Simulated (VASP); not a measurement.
```
CELL_PARAMETERS angstrom
      4.00909     0.00000     0.00000
      0.00000     4.00909     0.00000
      0.00000     0.00000     4.00909
ATOMIC_POSITIONS crystal
  K  0.00000 0.00000 0.00000
  Zn 0.50000 0.50000 0.50000
  F  0.50000 0.00000 0.50000
  F  0.00000 0.50000 0.50000
  F  0.50000 0.50000 0.00000
```

These are r2SCAN meta-GGA, VASP's PBE PAW potentials (set 64) (plane waves; VASP) values and carry that method's errors. Run with 520 eV cut-off, 6×6×6 Γ-centred mesh, Gaussian smearing of 0.050 eV, potentials K_sv Zn F.

Give the stress tensor in GPa (positive for a compressed cell).

```
2.96  0.00  0.00
0.00  2.96  0.00
0.00  0.00  2.96
```
The pressure is its mean diagonal, 2.96 GPa.

The compound is KZnF3 in the cubic perovskite structure. This cell is one point of a volume scan, at 0.97 of the reference volume.
